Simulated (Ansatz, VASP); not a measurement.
# AgB2 in VASP and in Ansatz

```
Ag B
1.0
     2.94000    0.00000    0.00000
    -1.47000    2.54612    0.00000
     0.00000    0.00000    3.24000
Ag B
1 2
Direct
  0.00000 0.00000 0.00000
  0.33333 0.66667 0.50000
  0.66667 0.33333 0.50000
```

Change from the starting cell: equal xx and yy strain of -2 %.

Alike in both runs: task single point; functional PBEsol; k mesh 16 × 16 × 13; occupations fermi-dirac, width 0.05 eV; no spin polarisation.

```csv
,VASP,Ansatz
version,VASP 6.6.1,Ansatz 0.2.0
potentials or method,"VASP PAW PBE potentials, release 64 (Ag, B), cutoff 520 eV","all-electron LAPW, scalar-relativistic"
```

```tsv
	VASP	Ansatz	Ansatz less VASP
pressure (GPa)	63.3	63.2	-0.17
largest component of the traceless stress (GPa)	18.58	18.76	+0.180
```

Ansatz ran all-electron here, so the differences hold the error of VASP's frozen core and of both bases.

Caveats: the cell as given lies far from equilibrium; so large a pressure means that the cell lies far from this level's equilibrium, or that cutoff or potentials fall short (VASP); the potentials were made for another functional, which shifts forces and pressure (VASP).
